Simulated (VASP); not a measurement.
## Pd: core levels with PBEsol

Crystal: Pd.

```
CELL_PARAMETERS angstrom
0.00000 3.89300 3.89300
3.89300 0.00000 3.89300
3.89300 3.89300 0.00000
ATOMIC_POSITIONS crystal
Pd 0.00000 0.00000 0.00000
Pd 0.00000 0.00000 0.50000
Pd 0.00000 0.50000 0.00000
Pd 0.00000 0.50000 0.50000
Pd 0.50000 0.00000 0.00000
Pd 0.50000 0.00000 0.50000
Pd 0.50000 0.50000 0.00000
Pd 0.50000 0.50000 0.50000
```

```
Program                : VASP 6.6.1
Task                   : core levels
Functional             : PBEsol
Potentials or basis    : VASP PAW PBE potentials, release 64 (Pd)
Cutoff                 : 500 eV
k mesh                 : 7 × 7 × 7
Occupations            : methfessel-paxton, width 0.1 eV
Spin                   : no spin polarisation
Further INCAR settings : ALGO = Normal; EDIFF = 1e-06
```

The pressure is -2.9 GPa and the band gap on the k mesh is none (metal or under the smearing width).

Levels at points of the mesh, in eV from the Fermi level:
| k point | band 35 | band 36 | band 37 | band 38 | band 39 | band 40 | band 41 | band 42 | band 43 | band 44 |
| --- | --- | --- | --- | --- | --- | --- | --- | --- | --- | --- |
| (0.00, 0.00, 0.00) | -0.01 | 0.30 | 0.30 | 0.30 | 0.30 | 0.30 | 0.30 | 0.93 | 0.93 | 0.93 |

Core levels (eV, on the scale of the bands):
```tsv
atom	levels
1 Pd	1s -24151.0, 2s -3517.3, 2p -3152.1, 3s -625.7, 3p -505.7, 3d -315.2, 4s -74.6, 4p -40.3
2 Pd	1s -24151.0, 2s -3517.3, 2p -3152.1, 3s -625.7, 3p -505.7, 3d -315.2, 4s -74.6, 4p -40.3
3 Pd	1s -24151.0, 2s -3517.3, 2p -3152.1, 3s -625.7, 3p -505.7, 3d -315.2, 4s -74.6, 4p -40.3
4 Pd	1s -24151.0, 2s -3517.3, 2p -3152.1, 3s -625.7, 3p -505.7, 3d -315.2, 4s -74.6, 4p -40.3
5 Pd	1s -24151.0, 2s -3517.3, 2p -3152.1, 3s -625.7, 3p -505.7, 3d -315.2, 4s -74.6, 4p -40.3
6 Pd	1s -24151.0, 2s -3517.3, 2p -3152.1, 3s -625.7, 3p -505.7, 3d -315.2, 4s -74.6, 4p -40.3
```

It took 45 s on 4 MPI ranks on Intel(R) Xeon(R) Platinum 8375C CPU @ 2.90GHz (Ice Lake) (shared host), peak memory 0.27 GiB a rank.

Caveat: the PAW data sets were made with another functional, which shifts forces and pressure a little.
